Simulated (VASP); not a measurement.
Method: r2SCAN meta-GGA, VASP's PBE PAW potentials (set 64) (plane waves; VASP).

VASP ran on this input.

INCAR:
```
SYSTEM=Co
PREC=Accurate; ENCUT=480; LREAL=.FALSE.
LASPH=.TRUE.
EDIFF=1E-6; NELM=100; ALGO=Normal
LMAXMIX=4; LMIXTAU=.TRUE.
ISMEAR=1; SIGMA=0.1
METAGGA=R2SCAN
ISPIN=2; MAGMOM=2*1.8
IBRION=2; NSW=60; ISIF=3
EDIFFG=-0.01
LWAVE=.FALSE.; LCHARG=.FALSE.; LORBIT=10
```

**KPOINTS**
```
Automatic mesh
0
Gamma
15 15 8
0 0 0
```

POSCAR:
```
Co
1
    2.5100000000     0.0000000000     0.0000000000
   -1.2550000000     2.1737240000     0.0000000000
    0.0000000000     0.0000000000     4.0700000000
Co
2
Direct
  0.6666670000   0.3333330000   0.7500000000
  0.3333330000   0.6666670000   0.2500000000
```

POTCAR, in this order: Co (PBE.64 set). Program: vasp_std.

What VASP printed:

OSZICAR:
```
...
DAV:  11    -0.263766021719E+02   -0.34615E-03   -0.11845E-03 11227   0.571E-01    0.124E-01
DAV:  12    -0.263767055819E+02   -0.10341E-03   -0.10085E-04  9678   0.127E-01    0.584E-02
DAV:  13    -0.263767154530E+02   -0.98711E-05   -0.17268E-05 10852   0.512E-02    0.414E-02
DAV:  14    -0.263767238758E+02   -0.84227E-05   -0.13419E-05  9108   0.559E-02    0.208E-02
DAV:  15    -0.263767235916E+02    0.28413E-06   -0.26924E-06  7013   0.315E-02
   1 F= -.26376724E+02 E0= -.26376400E+02  d E =-.263767E+02  mag=     3.5144
       N       E                     dE             d eps       ncg     rms          rms(c)
DAV:   1    -0.282290236311E+02   -0.18523E+01   -0.21647E+01  8114   0.850E+01    0.115E+01
DAV:   2    -0.265229684699E+02    0.17061E+01   -0.64085E+00  9073   0.566E+01    0.780E+00
DAV:   3    -0.264172093128E+02    0.10576E+00   -0.48076E-01 10025   0.146E+01    0.344E+00
DAV:   4    -0.263940077137E+02    0.23202E-01   -0.16309E-02 10719   0.185E+00    0.111E+00
DAV:   5    -0.263754242968E+02    0.18583E-01   -0.48999E-03 12195   0.109E+00    0.379E-01
DAV:   6    -0.263748622062E+02    0.56209E-03   -0.26885E-03 10622   0.748E-01    0.164E-01
DAV:   7    -0.263749442389E+02   -0.82033E-04   -0.10731E-04  9917   0.164E-01    0.101E-01
DAV:   8    -0.263749241237E+02    0.20115E-04   -0.35262E-05 10017   0.742E-02    0.150E-02
DAV:   9    -0.263749155451E+02    0.85785E-05   -0.58775E-06 10304   0.341E-02    0.581E-03
DAV:  10    -0.263749199643E+02   -0.44191E-05   -0.12953E-06  4763   0.193E-02    0.219E-03
DAV:  11    -0.263749192974E+02    0.66684E-06   -0.19291E-07  4211   0.611E-03
   2 F= -.26374919E+02 E0= -.26374601E+02  d E =0.180429E-02  mag=     3.3441
       N       E                     dE             d eps       ncg     rms          rms(c)
DAV:   1    -0.268753429057E+02   -0.50042E+00   -0.55282E+00  8114   0.457E+01    0.547E+00
DAV:   2    -0.264746491407E+02    0.40069E+00   -0.19087E+00  9038   0.290E+01    0.396E+00
DAV:   3    -0.264205210229E+02    0.54128E-01   -0.16457E-01  9605   0.857E+00    0.163E+00
DAV:   4    -0.264147563384E+02    0.57647E-02   -0.59807E-03 10261   0.111E+00    0.569E-01
DAV:   5    -0.264098996628E+02    0.48567E-02   -0.30368E-03 10716   0.808E-01    0.128E-01
DAV:   6    -0.264099809469E+02   -0.81284E-04   -0.17127E-04  8655   0.140E-01    0.702E-02
DAV:   7    -0.264100581977E+02   -0.77251E-04   -0.86525E-05 10169   0.149E-01    0.409E-02
DAV:   8    -0.264100735838E+02   -0.15386E-04   -0.15038E-05  9506   0.501E-02    0.124E-02
DAV:   9    -0.264100771296E+02   -0.35458E-05   -0.49917E-07  5590   0.102E-02    0.167E-03
DAV:  10    -0.264100768570E+02    0.27261E-06   -0.17727E-07  4134   0.483E-03
   3 F= -.26410077E+02 E0= -.26409966E+02  d E =-.333533E-01  mag=     3.3733
       N       E                     dE             d eps       ncg     rms          rms(c)
DAV:   1    -0.264102852739E+02   -0.20814E-03   -0.23638E-03  8121   0.925E-01    0.115E-01
DAV:   2    -0.264101196530E+02    0.16562E-03   -0.79733E-04  9003   0.609E-01    0.854E-02
DAV:   3    -0.264100844515E+02    0.35202E-04   -0.67730E-05  9724   0.174E-01    0.339E-02
DAV:   4    -0.264100850930E+02   -0.64155E-06   -0.21168E-06  6624   0.226E-02
   4 F= -.26410085E+02 E0= -.26409978E+02  d E =-.333615E-01  mag=     3.3726
       N       E                     dE             d eps       ncg     rms          rms(c)
DAV:   1    -0.264113100313E+02   -0.12256E-02   -0.40040E-02  9031   0.178E+00    0.217E-01
DAV:   2    -0.264105026706E+02    0.80736E-03   -0.81389E-04  9345   0.527E-01    0.117E-01
DAV:   3    -0.264103169086E+02    0.18576E-03   -0.30119E-04 10250   0.244E-01    0.778E-02
DAV:   4    -0.264103648622E+02   -0.47954E-04   -0.37629E-05 10297   0.989E-02    0.114E-02
DAV:   5    -0.264103636669E+02    0.11953E-05   -0.66286E-06  9130   0.375E-02    0.596E-03
DAV:   6    -0.264103646918E+02   -0.10249E-05   -0.98636E-07  4267   0.163E-02    0.301E-03
DAV:   7    -0.264103635226E+02    0.11692E-05   -0.33973E-07  4113   0.651E-03    0.172E-03
DAV:   8    -0.264103640387E+02   -0.51615E-06   -0.17811E-07  4085   0.422E-03
   5 F= -.26410364E+02 E0= -.26410284E+02  d E =-.278946E-03  mag=     3.3702
       N       E                     dE             d eps       ncg     rms          rms(c)
DAV:   1    -0.264104122179E+02   -0.48695E-04   -0.16621E-03  9052   0.364E-01    0.442E-02
DAV:   2    -0.264103853641E+02    0.26854E-04   -0.34030E-05  9210   0.109E-01    0.238E-02
DAV:   3    -0.264103653226E+02    0.20041E-04   -0.12287E-05 10232   0.490E-02    0.160E-02
DAV:   4    -0.264103728249E+02   -0.75023E-05   -0.13622E-06  5864   0.200E-02    0.226E-03
DAV:   5    -0.264103727759E+02    0.48949E-07   -0.43047E-07  4092   0.881E-03
   6 F= -.26410373E+02 E0= -.26410300E+02  d E =-.287683E-03  mag=     3.3698
       N       E                     dE             d eps       ncg     rms          rms(c)
DAV:   1    -0.264103741033E+02   -0.12785E-05   -0.53559E-05  9003   0.651E-02    0.816E-03
DAV:   2    -0.264103743421E+02   -0.23880E-06   -0.10311E-06  4849   0.201E-02
   7 F= -.26410374E+02 E0= -.26410303E+02  d E =-.289249E-03  mag=     3.3697
       N       E                     dE             d eps       ncg     rms          rms(c)
DAV:   1    -0.264103754389E+02   -0.13356E-05   -0.20735E-04  9115   0.131E-01    0.175E-02
DAV:   2    -0.264103753004E+02    0.13844E-06   -0.53934E-06  8879   0.440E-02
   8 F= -.26410375E+02 E0= -.26410306E+02  d E =-.290207E-03  mag=     3.3696
       N       E                     dE             d eps       ncg     rms          rms(c)
DAV:   1    -0.264103826994E+02   -0.72605E-05   -0.84141E-04  9066   0.262E-01    0.364E-02
DAV:   2    -0.264103710235E+02    0.11676E-04   -0.21603E-05  9320   0.878E-02    0.207E-02
DAV:   3    -0.264103547086E+02    0.16315E-04   -0.64734E-06  9595   0.361E-02    0.164E-02
DAV:   4    -0.264103601583E+02   -0.54497E-05   -0.88319E-07  4846   0.151E-02    0.168E-03
DAV:   5    -0.264103605028E+02   -0.34451E-06   -0.42558E-07  4071   0.840E-03
   9 F= -.26410361E+02 E0= -.26410299E+02  d E =-.275410E-03  mag=     3.3693
       N       E                     dE             d eps       ncg     rms          rms(c)
DAV:   1    -0.264103768010E+02   -0.16643E-04   -0.36802E-04  9080   0.172E-01    0.207E-02
DAV:   2    -0.264103649625E+02    0.11838E-04   -0.76278E-06  9000   0.512E-02    0.112E-02
DAV:   3    -0.264103712523E+02   -0.62898E-05   -0.24113E-06  7196   0.229E-02    0.771E-03
DAV:   4    -0.264103681665E+02    0.30859E-05   -0.58902E-07  4078   0.120E-02    0.110E-03
DAV:   5    -0.264103680228E+02    0.14368E-06   -0.11348E-07  4050   0.407E-03
  10 F= -.26410368E+02 E0= -.26410302E+02  d E =-.282930E-03  mag=     3.3695
       N       E                     dE             d eps       ncg     rms          rms(c)
DAV:   1    -0.264107941409E+02   -0.42597E-03   -0.53748E-03  8345   0.134E+00    0.167E-01
DAV:   2    -0.264104063053E+02    0.38784E-03   -0.16540E-03  9584   0.878E-01    0.125E-01
DAV:   3    -0.264103834592E+02    0.22846E-04   -0.14057E-04  9871   0.252E-01    0.500E-02
DAV:   4    -0.264103721873E+02    0.11272E-04   -0.51450E-06  9368   0.347E-02    0.169E-02
DAV:   5    -0.264103679009E+02    0.42863E-05   -0.20902E-06  6612   0.227E-02    0.406E-03
DAV:   6    -0.264103682452E+02   -0.34429E-06   -0.69407E-07  4513   0.113E-02
  11 F= -.26410368E+02 E0= -.26410295E+02  d E =-.222425E-06  mag=     3.3702
       N       E                     dE             d eps       ncg     rms          rms(c)
DAV:   1    -0.264104643417E+02   -0.96441E-04   -0.10964E-03  8324   0.605E-01    0.757E-02
DAV:   2    -0.264103971489E+02    0.67193E-04   -0.33461E-04  9563   0.395E-01    0.564E-02
DAV:   3    -0.264103779148E+02    0.19234E-04   -0.27978E-05  9878   0.112E-01    0.227E-02
DAV:   4    -0.264103787760E+02   -0.86115E-06   -0.94279E-07  4778   0.154E-02
  12 F= -.26410379E+02 E0= -.26410309E+02  d E =-.107532E-04  mag=     3.3699
```

**OUTCAR**
```
------------------------ aborting loop because EDIFF is reached ----------------------------------------
  FORCE on cell =-STRESS in cart. coord.  units (eV):
  Direction    XX          YY          ZZ          XY          YZ          ZX
  --------------------------------------------------------------------------------------
  Total        0.0005382      0.0005382      0.0006258      0.0000000      0.0000000      0.0000000
  in kB        0.0407840      0.0407840      0.0474236      0.0000000      0.0000000      0.0000000
  external PRESSURE =       0.0429972 kB  Pullay stress =       0.0000000 kB
  volume of cell :       21.14
      direct lattice vectors                 reciprocal lattice vectors
     2.464642953 -0.000000000 -0.000000000     0.405738283  0.234253082  0.000000000
    -1.232321476  2.134443632 -0.000000000     0.000000000  0.468506165  0.000000000
    -0.000000000 -0.000000000  4.019081609     0.000000000  0.000000000  0.248813062
 POSITION                                       TOTAL-FORCE (eV/Angst)
 -----------------------------------------------------------------------------------
      1.23232      0.71148      3.01431        -0.000000      0.000000      0.000000
     -0.00000      1.42296      1.00477         0.000000     -0.000000      0.000000
 -----------------------------------------------------------------------------------
    total drift:                                0.000028     -0.000016     -0.000017
  FREE ENERGIE OF THE ION-ELECTRON SYSTEM (eV)
  ---------------------------------------------------
  free  energy   TOTEN  =       -26.4103787760 eV

  energy  without entropy=      -26.4101708998  energy(sigma->0) =      -26.41030948

 total charge

# of ion       s       p       d       tot
------------------------------------------
    1        0.519   0.580   7.250   8.349
    2        0.519   0.580   7.250   8.349
--------------------------------------------------
tot          1.038   1.161  14.499  16.698

 magnetization (x)

# of ion       s       p       d       tot
------------------------------------------
    1       -0.015  -0.093   1.855   1.747
    2       -0.015  -0.093   1.855   1.747
--------------------------------------------------
tot         -0.031  -0.186   3.711   3.494

 reached required accuracy - stopping structural energy minimisation
```
(Selected blocks of OUTCAR.)

**CONTCAR**
```
Co
   1.00000000000000
     2.4646429527865474   -0.0000000000000000   -0.0000000000000000
    -1.2323214763932737    2.1344436320758104   -0.0000000000000000
    -0.0000000000000000   -0.0000000000000000    4.0190816092703940
  Co
     2
Direct
     0.6666669999999968    0.3333330000000032    0.7500000000000000
     0.3333330000000032    0.6666669999999968    0.2500000000000000
```

OUTCAR:
```
 val. band max:       10.7031534492   @ k =   0.1333   0.0667   0.0000

 cond. band min:      10.7058695617   @ k =   0.2000   0.0000   0.1250


 Fermi energy:        10.7034608059

 spin component 1

 k-point     1 :       0.0000    0.0000    0.0000
  band No.  band energies     occupation
      1       1.2114      1.00000
      2       4.8419      1.00000
      3       7.2942      1.00000
      4       7.3531      1.00000
      5       7.3533      1.00000
      6       7.6611      1.00000
      7       7.6612      1.00000
      8       8.0222      1.00000
      9       8.0222      1.00000
     10       9.1261      1.00000
     11       9.1261      1.00000
     12      10.3720      1.00001
     13      17.0119      0.00000
     14      33.7411      0.00000
     15      36.6307      0.00000

 k-point     2 :       0.0667    0.0000    0.0000
  band No.  band energies     occupation
      1       1.3769      1.00000
      2       4.9388      1.00000
      3       7.1529      1.00000
      4       7.4293      1.00000
      5       7.4753      1.00000
      6       7.6264      1.00000
      7       7.7289      1.00000
      8       7.9380      1.00000
      9       7.9753      1.00000
     10       8.6027      1.00000
     11       9.1455      1.00000
     12      11.0908     -0.00000
     13      17.0438      0.00000
     14      32.4814      0.00000
     15      34.5768      0.00000

 k-point     3 :       0.1333    0.0000    0.0000
  band No.  band energies     occupation
      1       1.8612      1.00000
      2       5.1967      1.00000
      3       6.9466      1.00000
      4       7.4941      1.00000
      5       7.5132      1.00000
      6       7.6491      1.00000
      7       7.6995      1.00000
      8       7.8521      1.00000
      9       7.9236      1.00000
     10       8.1182      1.00000
     11       9.1915      1.00000
     12      12.3390     -0.00000
     13      17.1495      0.00000
...
```

Energy and stress use the plane-wave basis of the starting cell.

The compound is Co in the hcp structure. This run relaxes it. Symmetry was kept, so distortions that lower it aren't found.
